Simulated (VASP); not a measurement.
Calculation: PBEsol GGA, VASP's PBE PAW potentials (set 64) (plane waves; VASP).

Gaps are without spin-orbit coupling.

**Question.** Order these relaxed crystals by band gap, smallest first: InP, F-43m (216); MgZnO2, R-3m (166); SiO2, P4_2/mnm (136); Mg2Si, Fm-3m (225).

**Answer.** Mg2Si, Fm-3m (225) (0.11 eV), InP, F-43m (216) (0.57 eV), MgZnO2, R-3m (166) (2.55 eV), SiO2, P4_2/mnm (136) (5.32 eV)
